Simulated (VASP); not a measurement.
These are r2SCAN meta-GGA with spin-orbit coupling, VASP's PBE PAW potentials (set 64) (plane waves; VASP) values and carry that method's errors.

Input for VASP

KPOINTS:
```
K-points
0
G
 12 12 12
0 0 0
```

File KPOINTS_OPT:
```
k-points along high-symmetry lines
8
Line-mode
Reciprocal
  0.000000   0.000000   0.000000 ! GAMMA
  0.000000   0.500000   0.000000 ! X

  0.000000   0.500000   0.000000 ! X
  0.500000   0.500000   0.000000 ! M

  0.500000   0.500000   0.000000 ! M
  0.000000   0.000000   0.000000 ! GAMMA

  0.000000   0.000000   0.000000 ! GAMMA
  0.500000   0.500000   0.500000 ! R

  0.500000   0.500000   0.500000 ! R
  0.000000   0.500000   0.000000 ! X

  0.500000   0.500000   0.500000 ! R
  0.500000   0.500000   0.000000 ! M
```

INCAR:
```
SYSTEM = CoGa
PREC = Accurate; ENCUT = 400; LREAL = .FALSE.
LASPH = .TRUE.
EDIFF = 1E-6; NELM = 100; ALGO = Normal
LMAXMIX = 4; LMIXTAU = .TRUE.
ISMEAR = 0; SIGMA = 0.05
METAGGA = R2SCAN; GGA_COMPAT = .FALSE.
MAGMOM = 0 0 0 0 0 0
LSORBIT = .TRUE.
LWAVE = .FALSE.; LCHARG = .FALSE.
```

POSCAR:
```
CoGa
1.0
  2.8417902744   0.0000000000   0.0000000000
  0.0000000000   2.8417902744   0.0000000000
  0.0000000000   0.0000000000   2.8417902744
Ga Co
1 1
Cart
  1.4208951372   1.4208951372   1.4208951372
  0.0000000000   0.0000000000   0.0000000000
```

POTCAR, in this order: Ga_d Co (PBE.64 set). Program: vasp_ncl.

What VASP printed:

**OUTCAR**
```
 ion  position               nearest neighbor table
   1  0.500  0.500  0.500-   2 2.46   2 2.46   2 2.46   2 2.46   2 2.46   2 2.46   2 2.46   2 2.46
  LATTYP: Found a simple cubic cell.
 ALAT       =     2.8417902744
 Subroutine PRICEL returns:
 Original cell was already a primitive cell.
 Subroutine GETGRP returns: Found 48 space group operations
The static configuration has the point symmetry O_h .
The dynamic configuration has the point symmetry O_h .
The overall configuration has the point symmetry O_h .
 Subroutine INISYM returns: Found 48 space group operations
 Subroutine IBZKPT returns following result:
 Found     84 irreducible k-points:

 Following reciprocal coordinates:
            Coordinates               Weight
  0.000000  0.000000  0.000000      1.000000
  0.083333  0.000000  0.000000      6.000000
  0.166667  0.000000  0.000000      6.000000
  0.250000  0.000000  0.000000      6.000000
  0.333333  0.000000  0.000000      6.000000
  0.416667  0.000000  0.000000      6.000000
  0.500000  0.000000  0.000000      3.000000
  0.083333  0.083333  0.000000     12.000000
  0.166667  0.083333  0.000000     24.000000
  0.250000  0.083333  0.000000     24.000000
  0.333333  0.083333  0.000000     24.000000
  0.416667  0.083333  0.000000     24.000000
  0.500000  0.083333  0.000000     12.000000
  0.166667  0.166667  0.000000     12.000000
  0.250000  0.166667  0.000000     24.000000
  0.333333  0.166667  0.000000     24.000000
  0.416667  0.166667  0.000000     24.000000
  0.500000  0.166667  0.000000     12.000000
  0.250000  0.250000  0.000000     12.000000
  0.333333  0.250000  0.000000     24.000000
  0.416667  0.250000  0.000000     24.000000
  0.500000  0.250000  0.000000     12.000000
  0.333333  0.333333  0.000000     12.000000
  0.416667  0.333333  0.000000     24.000000
  0.500000  0.333333  0.000000     12.000000
  0.416667  0.416667  0.000000     12.000000
  0.500000  0.416667  0.000000     12.000000
  0.500000  0.500000  0.000000      3.000000
  0.083333  0.083333  0.083333      8.000000
  0.166667  0.083333  0.083333     24.000000
  0.250000  0.083333  0.083333     24.000000
  0.333333  0.083333  0.083333     24.000000
  0.416667  0.083333  0.083333     24.000000
  0.500000  0.083333  0.083333     12.000000
  0.166667  0.166667  0.083333     24.000000
  0.250000  0.166667  0.083333     48.000000
  0.333333  0.166667  0.083333     48.000000
  0.416667  0.166667  0.083333     48.000000
  0.500000  0.166667  0.083333     24.000000
  0.250000  0.250000  0.083333     24.000000
   k-points           NKPTS =     84   k-points in BZ     NKDIM =     84   number of bands    NBANDS=     30
   number of dos      NEDOS =    301   number of ions     NIONS =      2
   total plane-waves  NPLWV =   8000
   dimension x,y,z NGX =    20 NGY =   20 NGZ =   20
   dimension x,y,z NGXF=    40 NGYF=   40 NGZF=   40
   ions per type =               1   1
   PREC   = accura    normal or accurate (medium, high low for compatibility)
   ISTART =      0    job   : 0-new  1-cont  2-samecut
   ICHARG =      2    charge: 1-file 2-atom 10-const
   ISPIN  =      1    spin polarized calculation?
   LNONCOLLINEAR =      T non collinear calculations
   LSORBIT =      T    spin-orbit coupling
   INIWAV =      1    electr: 0-lowe 1-rand  2-diag
   ENCUT  =  400.0 eV  29.40 Ry    5.42 a.u.   4.63  4.63  4.63*2*pi/ulx,y,z
   NELM   =    100;   NELMIN=  2; NELMDL= -5     # of ELM steps
   EDIFF  = 0.1E-05   stopping-criterion for ELM
   LREAL  =      F    real-space projection
   NLSPLINE    = F    spline interpolate recip. space projectors
   LMAXMIX     =    4 max onsite mixed and CHGCAR
...
```

**OSZICAR**
```
       N       E                     dE             d eps       ncg     rms          rms(c)
DAV:   1     0.124446829765E+03    0.12445E+03   -0.86323E+03  5472   0.238E+03
DAV:   2    -0.127635375395E+02   -0.13721E+03   -0.13086E+03  5070   0.453E+02
DAV:   3    -0.282584486659E+02   -0.15495E+02   -0.15112E+02  5572   0.143E+02
DAV:   4    -0.286567931530E+02   -0.39834E+00   -0.39749E+00  6002   0.260E+01
DAV:   5    -0.286745758900E+02   -0.17783E-01   -0.17781E-01  7822   0.447E+00    0.112E+01
DAV:   6    -0.280393440591E+02    0.63523E+00   -0.20719E+01  5568   0.863E+01    0.147E+01
DAV:   7    -0.249937686583E+02    0.30456E+01   -0.93521E+00  5638   0.574E+01    0.129E+00
DAV:   8    -0.250988829312E+02   -0.10511E+00   -0.67032E-01  6248   0.105E+01    0.196E+00
DAV:   9    -0.250570104700E+02    0.41872E-01   -0.19000E-01  6030   0.840E+00    0.443E-01
DAV:  10    -0.250607789758E+02   -0.37685E-02   -0.97074E-03  5854   0.100E+00    0.443E-01
DAV:  11    -0.250599948123E+02    0.78416E-03   -0.11013E-03  6442   0.526E-01    0.284E-01
DAV:  12    -0.250592687272E+02    0.72609E-03   -0.16946E-03  6366   0.737E-01    0.547E-02
DAV:  13    -0.250592943455E+02   -0.25618E-04   -0.20069E-04  6510   0.154E-01    0.253E-02
DAV:  14    -0.250592713509E+02    0.22995E-04   -0.16472E-05  5302   0.533E-02    0.249E-02
DAV:  15    -0.250592809101E+02   -0.95592E-05   -0.88792E-06  5484   0.532E-02    0.880E-03
DAV:  16    -0.250592808925E+02    0.17598E-07   -0.39663E-06  5378   0.321E-02
   1 F= -.25059281E+02 E0= -.25058659E+02  d E =-.124289E-02  mag=    -0.0000     0.0000    -0.0000
       N       E                     dE             ncg
```

File OUTCAR:
```
------------------------ aborting loop because EDIFF is reached ----------------------------------------
  FORCE on cell =-STRESS in cart. coord.  units (eV):
  Direction    XX          YY          ZZ          XY          YZ          ZX
  --------------------------------------------------------------------------------------
  Total       -0.0149304     -0.0149304     -0.0149304     -0.0000000      0.0000000     -0.0000000
  in kB       -1.0423309     -1.0423309     -1.0423309     -0.0000000      0.0000000     -0.0000000
  external PRESSURE =      -1.0423309 kB  Pullay stress =       0.0000000 kB
  volume of cell :       22.95
      direct lattice vectors                 reciprocal lattice vectors
     2.841790274  0.000000000  0.000000000     0.351890852  0.000000000  0.000000000
     0.000000000  2.841790274  0.000000000     0.000000000  0.351890852  0.000000000
     0.000000000  0.000000000  2.841790274     0.000000000  0.000000000  0.351890852
 POSITION                                       TOTAL-FORCE (eV/Angst)
 -----------------------------------------------------------------------------------
      1.42090      1.42090      1.42090         0.000000      0.000000      0.000000
      0.00000      0.00000      0.00000         0.000000      0.000000      0.000000
 -----------------------------------------------------------------------------------
    total drift:                               -0.000000      0.000000      0.000000
  FREE ENERGIE OF THE ION-ELECTRON SYSTEM (eV)
  ---------------------------------------------------
  free  energy   TOTEN  =       -25.0592808925 eV

  energy  without entropy=      -25.0580380020  energy(sigma->0) =      -25.05865945

 Ion:    1  E_soc:     -0.0126802

 Ion:    2  E_soc:     -0.0154835
```
(Selected blocks of OUTCAR.)

The compound is CoGa in the CsCl type structure. It was relaxed first.
